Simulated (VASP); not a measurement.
Output of a VASP run:

File OSZICAR:
```
       N       E                     dE             d eps       ncg     rms          rms(c)
DAV:   1     0.124160231267E+03    0.12416E+03   -0.75404E+03  2908   0.133E+03
DAV:   2    -0.563787034296E+01   -0.12980E+03   -0.12678E+03  3230   0.481E+02
DAV:   3    -0.113088339960E+02   -0.56710E+01   -0.54326E+01  4526   0.883E+01
DAV:   4    -0.115641627663E+02   -0.25533E+00   -0.24629E+00  4320   0.153E+01
DAV:   5    -0.115734375808E+02   -0.92748E-02   -0.92642E-02  4362   0.250E+00    0.844E+00
DAV:   6    -0.112500548763E+02    0.32338E+00   -0.63710E-01  4536   0.113E+01    0.315E+00
DAV:   7    -0.112115230641E+02    0.38532E-01   -0.19920E-01  4598   0.621E+00    0.895E-01
DAV:   8    -0.112158344807E+02   -0.43114E-02   -0.12712E-02  3428   0.168E+00    0.307E-02
DAV:   9    -0.112159084715E+02   -0.73991E-04   -0.10470E-03  5044   0.363E-01    0.461E-02
DAV:  10    -0.112159184693E+02   -0.99979E-05   -0.16571E-05  3676   0.535E-02    0.272E-02
DAV:  11    -0.112159156022E+02    0.28671E-05   -0.10464E-05  3332   0.700E-02    0.383E-03
DAV:  12    -0.112159156093E+02   -0.70679E-08   -0.27065E-07  3498   0.536E-03
   1 F= -.11215916E+02 E0= -.11216010E+02  d E =0.282618E-03
```

OUTCAR:
```
------------------------ aborting loop because EDIFF is reached ----------------------------------------
  FORCE on cell =-STRESS in cart. coord.  units (eV):
  Direction    XX          YY          ZZ          XY          YZ          ZX
  --------------------------------------------------------------------------------------
  Total        1.3813350      1.3813350      1.3813350     -0.0000000      0.0000000      0.0000000
  in kB      137.6556435    137.6556435    137.6556435     -0.0000000      0.0000000      0.0000000
  external PRESSURE =     137.6556435 kB  Pullay stress =       0.0000000 kB
  volume of cell :       16.08
      direct lattice vectors                 reciprocal lattice vectors
    -1.589956309  1.589956309  1.589956309     0.000000000  0.314474050  0.314474050
     1.589956309 -1.589956309  1.589956309     0.314474050  0.000000000  0.314474050
     1.589956309  1.589956309 -1.589956309     0.314474050  0.314474050  0.000000000
 POSITION                                       TOTAL-FORCE (eV/Angst)
 -----------------------------------------------------------------------------------
      0.00000      0.00000      0.00000        -0.000000     -0.000000      0.000000
 -----------------------------------------------------------------------------------
    total drift:                               -0.000000     -0.000000      0.000000
  FREE ENERGIE OF THE ION-ELECTRON SYSTEM (eV)
  ---------------------------------------------------
  free  energy   TOTEN  =       -11.2159156093 eV

  energy  without entropy=      -11.2161982271  energy(sigma->0) =      -11.21600982
```
(Selected blocks of OUTCAR.)

File POSCAR:
```
Nb
1
   -1.5899563092     1.5899563092     1.5899563092
    1.5899563092    -1.5899563092     1.5899563092
    1.5899563092     1.5899563092    -1.5899563092
Nb
1
Direct
  0.0000000000   0.0000000000   0.0000000000
```

**Question.** Write an INCAR and KPOINTS that could have produced this output.

**Answer.** One answer among several that fit: the input of the run itself, LDA (Ceperley-Alder, Perdew-Zunger), plane waves, VASP's LDA PAW potentials (set 64).

**INCAR**
```
# general
SYSTEM =Nb
PREC   =Accurate
ENCUT  =520   # plane-wave cut-off (eV)
LREAL  =.FALSE.
LASPH  =.TRUE.   # aspherical one-centre terms

# electronic loop
EDIFF  =1E-7
NELM   =100
ALGO   =Normal   # blocked Davidson
LMAXMIX=4

# smearing
ISMEAR =1
SIGMA  =0.1   # width (eV)

# ions
ISIF   =2   # forces and stress, cell fixed

# output
LWAVE  =.FALSE.
LCHARG =.FALSE.
```

### KPOINTS
```
Automatic mesh
0
Gamma
16 16 16
0 0 0
```

POTCAR, in this order: Nb_sv (LDA.64 set). Program: vasp_std.

The compound is Nb in the bcc structure. This cell is one point of a volume scan, at 0.94 of the reference volume.
